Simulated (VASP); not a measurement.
# Bi2Pd (Urvantsevite) under strain, part 2 of 4

Aim: follow the pressure of Bi2Pd (Urvantsevite) through compression, expansion and shear. All runs use r2SCAN. Left out of this account: 1 further run (fields: a reference on another mesh). The start is a cell from a database of measured crystal structures.

VASP 6.6.1; r2SCAN; plane waves and PAW (Bi_d, Pd).

Still holding for the runs below: Spin-orbit coupling is off here; with elements this heavy it splits and shifts levels by tenths of an eV or more.

So far, pressure (GPa): step 2 (bands, cell as listed) 1.25.

### 3. Bands, volume times 1.04

The cell is expanded evenly, with fractional positions held.

INCAR

```
SYSTEM = Bi2Pd
PREC = Accurate
ENCUT = 400
EDIFF = 1E-06
NELM = 100
ISMEAR = -1
SIGMA = 0.05
LREAL = .FALSE.
ALGO = Normal
METAGGA = R2SCAN
LASPH = .TRUE.
NBANDS = 33
LORBIT = 11
LWAVE = .FALSE.
LCHARG = .FALSE.
KPAR = 4
```

POSCAR

```
Bi2Pd
1.0
    0.0000000000     -3.4062419156      0.0000000000
   -3.4062419156      0.0000000000      0.0000000000
    1.7031209578     -1.7031209578     -6.5769242699
Bi Pd
2 1
Direct
    0.3630000000      0.6370000000      0.2740000000
    0.6370000000      0.3630000000      0.7260000000
    0.0000000000      0.0000000000      0.0000000000
```

KPOINTS

```
Automatic mesh
0
Gamma
9 9 9
0 0 0
```

KPOINTS_OPT

```
Line mode
16
Line-mode
Reciprocal
  0.00000000   0.00000000   0.00000000 GAMMA
 -0.50000000  -0.50000000   0.00000000 X

 -0.50000000  -0.50000000   0.00000000 X
 -0.46647141  -0.53352859   0.03352859 Y

 -0.46647141  -0.53352859   0.03352859 Y
  0.00000000  -0.53352859   0.26676430 S

  0.00000000  -0.53352859   0.26676430 S
  0.00000000   0.00000000   0.00000000 GAMMA

  0.00000000   0.00000000   0.00000000 GAMMA
  0.00000000   0.00000000  -0.50000000 Z

  0.00000000   0.00000000  -0.50000000 Z
  0.00000000  -0.46647141  -0.26676430 S1

  0.00000000  -0.46647141  -0.26676430 S1
  0.00000000  -0.50000000   0.00000000 N

  0.00000000  -0.50000000   0.00000000 N
 -0.50000000  -0.50000000  -0.25000000 P

 -0.50000000  -0.50000000  -0.25000000 P
 -0.46647141  -0.46647141  -0.50000000 Y1

 -0.46647141  -0.46647141  -0.50000000 Y1
  0.00000000   0.00000000  -0.50000000 Z

 -0.50000000  -0.50000000   0.00000000 X
 -0.50000000  -0.50000000  -0.25000000 P
```

PAW data sets: Bi_d and Pd (PBE family, release 64).

On the command line:

```sh
$ mpirun -np 4 vasp_std
```

What it wrote:

```text
[banner, memory and clock lines left out]
running    4 mpi-ranks, on    1 nodes
 distrk:  each k-point on    1 cores,    4 groups
 distr:  one band on    1 cores,    1 groups

 POSCAR found type information on POSCAR BiPd
 POSCAR found :  2 types and       3 ions
 [... a notice as in an earlier step ...]

 LDA part: xc-table for (None), standard interpolation
 POSCAR, INCAR and KPOINTS ok, starting setup
 FFT: planning ... GRIDC
 FFT: planning ... GRID_SOFT
 FFT: planning ... GRID
 WAVECAR not read
 entering main loop
       N       E                     dE             d eps       ncg     rms          rms(c)
DAV:   1     0.268833815184E+03    0.26883E+03   -0.17383E+04  5006   0.127E+03
DAV:   2    -0.111543069437E+03   -0.38038E+03   -0.36537E+03  5062   0.388E+02
DAV:   3    -0.149008268677E+03   -0.37465E+02   -0.37005E+02  5947   0.131E+02
DAV:   4    -0.150393363580E+03   -0.13851E+01   -0.13834E+01  6115   0.261E+01
DAV:   5    -0.150458720518E+03   -0.65357E-01   -0.65351E-01  7392   0.507E+00    0.444E+00
DAV:   6    -0.140463616982E+03    0.99951E+01   -0.36995E+00  5821   0.197E+01    0.317E+00
DAV:   7    -0.140370197928E+03    0.93419E-01   -0.31160E-01  5627   0.354E+00    0.147E+00
DAV:   8    -0.140375632710E+03   -0.54348E-02   -0.31433E-02  5952   0.131E+00    0.684E-01
DAV:   9    -0.140377590988E+03   -0.19583E-02   -0.12881E-02  6415   0.879E-01    0.123E-01
DAV:  10    -0.140377974493E+03   -0.38350E-03   -0.11711E-03  6610   0.317E-01    0.444E-02
DAV:  11    -0.140377999814E+03   -0.25322E-04   -0.29923E-04  6409   0.129E-01    0.198E-02
DAV:  12    -0.140378002388E+03   -0.25734E-05   -0.58093E-05  5939   0.608E-02    0.784E-03
DAV:  13    -0.140378001132E+03    0.12561E-05   -0.65687E-06  5422   0.167E-02    0.177E-03
DAV:  14    -0.140378000459E+03    0.67303E-06   -0.84916E-07  3128   0.732E-03
   1 F= -.14037800E+03 E0= -.14037145E+03  d E =-.131085E-01
 Start KPOINTS_OPT (optional k-point list driver)
k-point batch [1-75\176]
       N       E                     dE             ncg
DAV:   1     0.144273646590E+05   -0.51094E+05     5022
DAV:   2    -0.142032653981E+05   -0.28631E+05     5134
DAV:   3    -0.170183141101E+05   -0.28150E+04     5786
DAV:   4    -0.171203553892E+05   -0.10204E+03     5905
DAV:   5    -0.171248796350E+05   -0.45242E+01     7216
DAV:   6    -0.171249357871E+05   -0.56152E-01     6465
DAV:   7    -0.171249375263E+05   -0.17392E-02     7390
DAV:   8    -0.171249375515E+05   -0.25140E-04     5737
DAV:   9    -0.171249375524E+05   -0.95942E-06     3867
[...]
k-point batch [151-176\176]
       N       E                     dE             ncg
DAV:   1     0.675690198748E+05   -0.23769E+05     1732
DAV:   2     0.577255818141E+05   -0.98434E+04     1788
DAV:   3     0.567648289614E+05   -0.96075E+03     1934
DAV:   4     0.567301755035E+05   -0.34653E+02     2150
DAV:   5     0.567287731058E+05   -0.14024E+01     2470
DAV:   6     0.567287511637E+05   -0.21942E-01     2259
DAV:   7     0.567287505682E+05   -0.59546E-03     2516
DAV:   8     0.567287505590E+05   -0.92205E-05     2080
DAV:   9     0.567287505587E+05   -0.26829E-06     1404
```

Elapsed: 8.4 min, on 4 MPI ranks of AMD EPYC 7R13 (Zen 3), shared host; peak memory 1.1 GiB; 33 min of CPU time.

OUTCAR, selected parts (step 3):

```text
  LATTYP: Found a body centered tetragonal cell.
 ALAT       =     3.4062419156
 C/A-ratio  =     3.8616894706

The static configuration has the point symmetry D_4h.

 Found     75 irreducible k-points:

   ENCUT  =  400.0 eV  29.40 Ry    5.42 a.u.   5.55  5.55 11.42*2*pi/ulx,y,z

   NELECT =      40.0000    total number of electrons

 E-fermi :   8.5467

 k-point     1 :       0.0000    0.0000    0.0000
  band No.  band energies     occupation
    ...
     14       4.7112      2.00000
     15       5.4075      2.00000
     16       5.4075      2.00000
     17       5.7363      2.00000
     18       6.0136      2.00000
     19      10.1235      0.00000
     20      11.0421      0.00000
     21      11.0421      0.00000
     22      11.6816      0.00000
     23      11.6816      0.00000
    ...

 k-point     2 :       0.1111    0.0000    0.0000
  band No.  band energies     occupation
    ...
     14       4.7393      2.00000
     15       5.3222      2.00000
     16       5.4512      2.00000
     17       5.7416      2.00000
     18       5.9146      2.00000
     19       9.0859      0.00004
     20       9.6599      0.00000
     21      11.1713      0.00000
     22      11.2170      0.00000
     23      11.8650      0.00000
    ...

  Total       -0.9446296     -0.9446296     -0.9537123      0.0000000     -0.0000000     -0.0000000
  in kB      -19.8334521    -19.8334521    -20.0241529      0.0000000     -0.0000000     -0.0000000
  external PRESSURE =     -19.8970190 kB  Pullay stress =       0.0000000 kB

  energy-cutoff  :      400.00
  volume of cell :       76.31
      direct lattice vectors                 reciprocal lattice vectors
     0.000000000 -3.406241916  0.000000000     0.000000000 -0.293578678  0.076023378
    -3.406241916  0.000000000  0.000000000    -0.293578678  0.000000000 -0.076023378
     1.703120958 -1.703120958 -6.576924270     0.000000000  0.000000000 -0.152046756

 POSITION                                       TOTAL-FORCE (eV/Angst)
 -----------------------------------------------------------------------------------
     -1.70312     -1.70312     -1.80208         0.000000     -0.000000      0.381832
      0.00000     -3.40624     -4.77485        -0.000000      0.000000     -0.381832
      0.00000      0.00000      0.00000         0.000000      0.000000      0.000000
 -----------------------------------------------------------------------------------
    total drift:                                0.000000     -0.000000     -0.000000

  FREE ENERGIE OF THE ION-ELECTRON SYSTEM (eV)
  ---------------------------------------------------
  free  energy   TOTEN  =      -140.3780004587 eV

  energy  without entropy=     -140.3648919114  energy(sigma->0) =     -140.37144619

 total charge
# of ion       s       p       d       tot
------------------------------------------
    1        1.512   1.295   9.917  12.724
    2        1.512   1.295   9.917  12.724
    3        0.405   0.353   8.603   9.362
--------------------------------------------------
tot          3.430   2.943  28.438  34.810

[... 3 parts as in an earlier step ...]

[... 7 further parts left out ...]
```

Numbers from this step:

| Item | Value |
| --- | --- |
| electronic steps | 14 |
| free energy (TOTEN) | -140.3780 eV |
| energy at zero smearing | -140.3714 eV |
| Fermi energy | 8.547 eV |
| pressure | -1.990 GPa |

Electronic bands along the path, in eV, zero at the Fermi level; # counts the bands kept, so #1 is VASP's band 13:

```
          point     #5     #6     #7     #8     #9    #10   #11   #12
              Γ  -2.81  -2.53   1.58   2.50   2.50   3.13  3.13  4.83
0.53 of the way  -3.01  -2.85  -1.49  -0.63  -0.61  -0.08  3.01  5.41
              X  -3.22  -2.85  -2.00  -0.96   0.39   1.06  1.21  2.25
0.53 of the way  -3.27  -2.82  -2.00  -1.00   0.39   1.08  1.25  2.27
              Y  -3.35  -2.75  -2.00  -1.09   0.41   1.12  1.34  2.31
0.47 of the way  -3.06  -2.07  -2.01  -1.44   0.68   0.83  2.09  3.37
              S  -2.89  -2.78  -2.69  -1.51   1.33   3.09  4.59  4.61
0.47 of the way  -2.95  -2.92  -2.29  -1.60   3.19   3.68  3.92  6.31
              Γ  -2.81  -2.53   1.58   2.50   2.50   3.13  3.13  4.83
0.53 of the way  -2.80  -2.53  -0.26   1.84   1.84   4.06  4.06  6.19
              Z  -2.75  -2.53  -1.75   1.56   1.56   4.61  4.61  6.34
0.47 of the way  -2.86  -2.76  -1.41  -0.28   0.56   2.51  4.73  4.74
             S1  -2.89  -2.78  -2.69  -1.51   1.33   3.09  4.59  4.61
0.47 of the way  -3.10  -2.78  -2.47  -1.65   1.26   3.69  4.53  4.72
              N  -3.19  -2.78  -2.23  -1.81   1.10   4.50  4.55  4.77
0.47 of the way  -3.08  -2.22  -1.89  -1.28   0.54   0.99  2.03  3.69
              P  -3.67  -2.87  -2.00  -0.31  -0.31   1.07  1.16  2.51
0.47 of the way  -3.40  -2.84  -2.00  -0.78   0.14   1.08  1.21  2.40
             Y1  -3.35  -2.75  -2.00  -1.09   0.41   1.12  1.34  2.31
0.47 of the way  -3.30  -2.90  -1.32  -0.89   0.19   0.94  1.57  4.66
              Z  -2.75  -2.53  -1.75   1.56   1.56   4.61  4.61  6.34
      jump to X  -3.22  -2.85  -2.00  -0.96   0.39   1.06  1.21  2.25
0.47 of the way  -3.35  -2.86  -2.00  -0.79   0.19   1.06  1.19  2.36
              P  -3.67  -2.87  -2.00  -0.31  -0.31   1.07  1.16  2.51
```

Of the projections kept (Bi, Pd), the largest for each band there; the rest of the weight can lie on other orbitals:

```csv
point,#5,#6,#7,#8,#9,#10,#11,#12
Γ,Pd 0.94,Pd 1.00,Bi 0.85,Bi 0.84,Bi 0.84,Bi 0.83,Bi 0.83,Bi 0.50
X,Bi 0.79,Pd 0.98,Pd 1.00,Pd 0.68,Pd 0.55,Pd 0.59,Bi 0.95,Pd 0.79
Y,Bi 0.60,Pd 0.91,Pd 1.00,Pd 0.66,Pd 0.54,Pd 0.56,Bi 0.90,Pd 0.80
S,Pd 0.75,Pd 0.99,Pd 0.56,Pd 0.81,Bi 0.65,Pd 0.66,Bi 1.00,Bi 0.87
Γ,Pd 0.94,Pd 1.00,Bi 0.85,Bi 0.84,Bi 0.84,Bi 0.83,Bi 0.83,Bi 0.50
Z,Bi 0.89,Pd 1.00,Pd 0.70,Bi 0.88,Bi 0.88,Bi 0.85,Bi 0.85,Bi 0.58
```

Force by atom:

| atom | x (eV/Å) | y (eV/Å) | z (eV/Å) | size |
| --- | --- | --- | --- | --- |
| Bi1 | 0.000 | 0.000 | 0.382 | 0.382 |
| Bi2 | 0.000 | 0.000 | -0.382 | 0.382 |
| Pd3 | 0.000 | 0.000 | 0.000 | 0.000 |

 The pressure is -1.99 GPa.

For the pressure, step 2 gave 1.25 GPa; this run, with cell volume +4.0 %, gives -1.99 GPa.

### 4. Bands, volume times 1.08

The cell is expanded evenly, with fractional positions held.

INCAR is that of step 3.

POSCAR

```
Bi2Pd
1.0
    0.0000000000     -3.4493634796      0.0000000000
   -3.4493634796      0.0000000000      0.0000000000
    1.7246817398     -1.7246817398     -6.6601853147
Bi Pd
2 1
Direct
    0.3630000000      0.6370000000      0.2740000000
    0.6370000000      0.3630000000      0.7260000000
    0.0000000000      0.0000000000      0.0000000000
```

KPOINTS is that of step 3.

KPOINTS_OPT

```
Line mode
16
Line-mode
Reciprocal
  0.00000000   0.00000000   0.00000000 GAMMA
  0.50000000  -0.50000000   0.50000000 X

  0.50000000  -0.50000000   0.50000000 X
  0.53352859  -0.46647141   0.50000000 Y

  0.53352859  -0.46647141   0.50000000 Y
  0.53352859   0.00000000   0.26676430 S

  0.53352859   0.00000000   0.26676430 S
  0.00000000   0.00000000   0.00000000 GAMMA

  0.00000000   0.00000000   0.00000000 GAMMA
  0.00000000   0.00000000  -0.50000000 Z

  0.00000000   0.00000000  -0.50000000 Z
  0.46647141   0.00000000  -0.26676430 S1

  0.46647141   0.00000000  -0.26676430 S1
  0.50000000   0.00000000   0.00000000 N

  0.50000000   0.00000000   0.00000000 N
  0.50000000  -0.50000000   0.25000000 P

  0.50000000  -0.50000000   0.25000000 P
  0.46647141  -0.46647141  -0.03352859 Y1

  0.46647141  -0.46647141  -0.03352859 Y1
  0.00000000   0.00000000  -0.50000000 Z

  0.50000000  -0.50000000   0.50000000 X
  0.50000000  -0.50000000   0.25000000 P
```

On the command line:

```sh
$ mpirun -np 4 vasp_std
```

What it wrote:

```text
[... set-up lines as in an earlier step ...]
 entering main loop
       N       E                     dE             d eps       ncg     rms          rms(c)
DAV:   1     0.265010063749E+03    0.26501E+03   -0.17253E+04  4998   0.125E+03
DAV:   2    -0.111775523806E+03   -0.37679E+03   -0.36223E+03  5038   0.385E+02
DAV:   3    -0.149015212965E+03   -0.37240E+02   -0.36810E+02  5933   0.130E+02
DAV:   4    -0.150392027048E+03   -0.13768E+01   -0.13753E+01  6064   0.259E+01
DAV:   5    -0.150458544578E+03   -0.66518E-01   -0.66512E-01  7479   0.517E+00    0.402E+00
DAV:   6    -0.140398949291E+03    0.10060E+02   -0.36853E+00  5796   0.196E+01    0.299E+00
DAV:   7    -0.140312044745E+03    0.86905E-01   -0.29723E-01  5595   0.342E+00    0.135E+00
DAV:   8    -0.140317219947E+03   -0.51752E-02   -0.28303E-02  5963   0.128E+00    0.654E-01
DAV:   9    -0.140320100435E+03   -0.28805E-02   -0.12418E-02  6471   0.863E-01    0.128E-01
DAV:  10    -0.140320466574E+03   -0.36614E-03   -0.11464E-03  6620   0.306E-01    0.419E-02
DAV:  11    -0.140320512050E+03   -0.45476E-04   -0.27432E-04  6508   0.126E-01    0.205E-02
DAV:  12    -0.140320514086E+03   -0.20361E-05   -0.65851E-05  6028   0.702E-02    0.802E-03
DAV:  13    -0.140320512439E+03    0.16471E-05   -0.49560E-06  5400   0.176E-02    0.269E-03
DAV:  14    -0.140320511552E+03    0.88699E-06   -0.79933E-07  3336   0.738E-03
   1 F= -.14032051E+03 E0= -.14031379E+03  d E =-.134466E-01
 Start KPOINTS_OPT (optional k-point list driver)
k-point batch [1-75\176]
       N       E                     dE             ncg
DAV:   1     0.128797672188E+05   -0.51731E+05     5014
DAV:   2    -0.154796582193E+05   -0.28359E+05     5118
DAV:   3    -0.182960967630E+05   -0.28164E+04     5735
DAV:   4    -0.183981571037E+05   -0.10206E+03     5882
DAV:   5    -0.184027564848E+05   -0.45994E+01     7260
DAV:   6    -0.184028149276E+05   -0.58443E-01     6444
DAV:   7    -0.184028167655E+05   -0.18379E-02     7430
DAV:   8    -0.184028167920E+05   -0.26494E-04     5791
DAV:   9    -0.184028167929E+05   -0.91385E-06     3825
[...]
k-point batch [151-176\176]
       N       E                     dE             ncg
DAV:   1     0.671171511440E+05   -0.23681E+05     1724
DAV:   2     0.572852560885E+05   -0.98319E+04     1812
DAV:   3     0.563271806512E+05   -0.95808E+03     1971
DAV:   4     0.562917818511E+05   -0.35399E+02     2104
DAV:   5     0.562903307563E+05   -0.14511E+01     2517
DAV:   6     0.562903120152E+05   -0.18741E-01     2284
DAV:   7     0.562903114684E+05   -0.54676E-03     2559
DAV:   8     0.562903114594E+05   -0.90253E-05     2073
DAV:   9     0.562903114591E+05   -0.30131E-06     1371
```

It took 7.9 min on 4 MPI ranks; peak memory 1.2 GiB; 32 min of CPU time.

From OUTCAR (step 4):

```text
  LATTYP: Found a body centered tetragonal cell.
 ALAT       =     3.4493634796
 C/A-ratio  =     3.8616894706

The static configuration has the point symmetry D_4h.

 Found     75 irreducible k-points:

   ENCUT  =  400.0 eV  29.40 Ry    5.42 a.u.   5.63  5.63 11.57*2*pi/ulx,y,z

   NELECT =      40.0000    total number of electrons

 E-fermi :   8.0297

 k-point     1 :       0.0000    0.0000    0.0000
  band No.  band energies     occupation
    ...
     14       4.4168      2.00000
     15       5.0564      2.00000
     16       5.0564      2.00000
     17       5.3680      2.00000
     18       5.6294      2.00000
     19       9.5229      0.00000
     20      10.4507      0.00000
     21      10.4507      0.00000
     22      11.0425      0.00000
     23      11.0425      0.00000
    ...

 k-point     2 :       0.1111    0.0000    0.0000
  band No.  band energies     occupation
    ...
     14       4.4421      2.00000
     15       4.9746      2.00000
     16       5.0977      2.00000
     17       5.3715      2.00000
     18       5.5362      2.00000
     19       8.5339      0.00008
     20       9.0892      0.00000
     21      10.5524      0.00000
     22      10.6138      0.00000
     23      11.2172      0.00000
    ...

  Total       -2.2906421     -2.2906421     -2.2016391      0.0000000     -0.0000000     -0.0000000
  in kB      -46.3130708    -46.3130708    -44.5135753      0.0000000     -0.0000000     -0.0000000
  external PRESSURE =     -45.7132389 kB  Pullay stress =       0.0000000 kB

  energy-cutoff  :      400.00
  volume of cell :       79.24
      direct lattice vectors                 reciprocal lattice vectors
     0.000000000 -3.449363480  0.000000000     0.000000000 -0.289908560  0.075072986
    -3.449363480  0.000000000  0.000000000    -0.289908560  0.000000000 -0.075072986
     1.724681740 -1.724681740 -6.660185315     0.000000000  0.000000000 -0.150145972

 POSITION                                       TOTAL-FORCE (eV/Angst)
 -----------------------------------------------------------------------------------
     -1.72468     -1.72468     -1.82489        -0.000000      0.000000      0.547545
      0.00000     -3.44936     -4.83529         0.000000     -0.000000     -0.547545
      0.00000      0.00000      0.00000         0.000000      0.000000      0.000000
 -----------------------------------------------------------------------------------
    total drift:                                0.000000     -0.000000     -0.000000

  FREE ENERGIE OF THE ION-ELECTRON SYSTEM (eV)
  ---------------------------------------------------
  free  energy   TOTEN  =      -140.3205115523 eV

  energy  without entropy=     -140.3070649887  energy(sigma->0) =     -140.31378827

 total charge
# of ion       s       p       d       tot
------------------------------------------
    1        1.512   1.274   9.912  12.699
    2        1.512   1.274   9.912  12.699
    3        0.392   0.326   8.590   9.308
--------------------------------------------------
tot          3.416   2.874  28.414  34.705

[... 3 parts as in an earlier step ...]

[... 7 further parts left out ...]
```

Numbers from this step:

* free energy (TOTEN): -140.3205 eV
* energy at zero smearing: -140.3138 eV
* Fermi energy: 8.030 eV
* pressure: -4.571 GPa

The electronic bands at the labelled points (eV, zero at the Fermi level; # counts the bands kept, so #1 is VASP's band 13):

| point | #5 | #6 | #7 | #8 | #9 | #10 | #11 | #12 |
| --- | --- | --- | --- | --- | --- | --- | --- | --- |
| Γ | -2.66 | -2.40 | 1.49 | 2.42 | 2.42 | 3.01 | 3.01 | 4.54 |
| 0.47 of the way | -2.74 | -2.69 | -1.28 | -0.49 | -0.16 | 0.25 | 3.01 | 6.20 |
| X | -3.07 | -2.70 | -1.90 | -0.90 | 0.37 | 1.03 | 1.21 | 2.21 |
| 0.47 of the way | -3.10 | -2.67 | -1.90 | -0.93 | 0.37 | 1.05 | 1.24 | 2.22 |
| Y | -3.19 | -2.61 | -1.91 | -1.02 | 0.39 | 1.09 | 1.33 | 2.27 |
| 0.47 of the way | -2.89 | -1.97 | -1.91 | -1.39 | 0.65 | 0.80 | 2.00 | 3.31 |
| S | -2.78 | -2.64 | -2.55 | -1.44 | 1.28 | 3.04 | 4.38 | 4.40 |
| 0.47 of the way | -2.80 | -2.76 | -2.20 | -1.54 | 3.03 | 3.53 | 3.76 | 6.16 |
| Γ | -2.66 | -2.40 | 1.49 | 2.42 | 2.42 | 3.01 | 3.01 | 4.54 |
| 0.47 of the way | -2.66 | -2.40 | 0.01 | 1.87 | 1.87 | 3.76 | 3.76 | 5.70 |
| Z | -2.62 | -2.40 | -1.73 | 1.53 | 1.53 | 4.39 | 4.39 | 6.16 |
| 0.47 of the way | -2.71 | -2.66 | -1.33 | -0.26 | 0.49 | 2.43 | 4.51 | 4.65 |
| S1 | -2.78 | -2.64 | -2.55 | -1.44 | 1.28 | 3.04 | 4.38 | 4.40 |
| 0.53 of the way | -2.98 | -2.63 | -2.31 | -1.60 | 1.18 | 3.74 | 4.31 | 4.51 |
| N | -3.04 | -2.63 | -2.12 | -1.73 | 1.06 | 4.29 | 4.40 | 4.54 |
| 0.47 of the way | -2.91 | -2.10 | -1.80 | -1.23 | 0.53 | 0.94 | 1.95 | 3.61 |
| P | -3.50 | -2.72 | -1.90 | -0.29 | -0.29 | 1.05 | 1.16 | 2.46 |
| 0.47 of the way | -3.24 | -2.69 | -1.90 | -0.73 | 0.14 | 1.05 | 1.20 | 2.35 |
| Y1 | -3.19 | -2.61 | -1.91 | -1.02 | 0.39 | 1.09 | 1.33 | 2.27 |
| 0.53 of the way | -3.24 | -2.64 | -0.89 | -0.60 | 0.10 | 0.86 | 1.84 | 4.87 |
| Z | -2.62 | -2.40 | -1.73 | 1.53 | 1.53 | 4.39 | 4.39 | 6.16 |
| jump to X | -3.07 | -2.70 | -1.90 | -0.90 | 0.37 | 1.03 | 1.21 | 2.21 |
| 0.53 of the way | -3.22 | -2.71 | -1.90 | -0.70 | 0.14 | 1.04 | 1.18 | 2.34 |
| P | -3.50 | -2.72 | -1.90 | -0.29 | -0.29 | 1.05 | 1.16 | 2.46 |

Of the projections kept (Bi, Pd), the largest for each band there; the rest of the weight can lie on other orbitals:

```
point       #5       #6       #7       #8       #9      #10      #11      #12
    Γ  Pd 0.95  Pd 1.00  Bi 0.86  Bi 0.85  Bi 0.85  Bi 0.84  Bi 0.84  Pd 0.51
    X  Bi 0.80  Pd 0.98  Pd 1.00  Pd 0.69  Pd 0.55  Pd 0.58  Bi 0.96  Pd 0.80
    Y  Bi 0.61  Pd 0.91  Pd 1.00  Pd 0.66  Pd 0.55  Pd 0.55  Bi 0.91  Pd 0.81
    S  Pd 0.76  Pd 0.99  Pd 0.56  Pd 0.81  Bi 0.66  Pd 0.66  Bi 1.00  Bi 0.88
    Γ  Pd 0.95  Pd 1.00  Bi 0.86  Bi 0.85  Bi 0.85  Bi 0.84  Bi 0.84  Pd 0.51
    Z  Bi 0.89  Pd 1.00  Pd 0.72  Bi 0.89  Bi 0.89  Bi 0.85  Bi 0.85  Bi 0.58
```

Force by atom:

```
atom  x (eV/Å)  y (eV/Å)  z (eV/Å)   size
 Bi1     0.000     0.000     0.548  0.548
 Bi2     0.000     0.000    -0.548  0.548
 Pd3     0.000     0.000     0.000  0.000
```

 The pressure is -4.57 GPa.

Between step 2 and this run (cell volume +8.0 %) the value for the pressure moves from 1.25 GPa to -4.57 GPa.

(Continued in part 3 of 4.)

[Lines on the potential files, build, host, timing and source positions are cut from VASP's logs without a mark.]

[Logs are printed without paths, hosts, clocks, repeated set-up lines and the standing remarks that a program may print on its own settings, such as how far it seeks lower states.]

[Hosts, paths, dates, database ids (printed as entryN), source tags and the programs' standing remarks are cut or masked in the printed files.]

[A measured line is paired with the nearest computed mode of its activity, which favours agreement.]
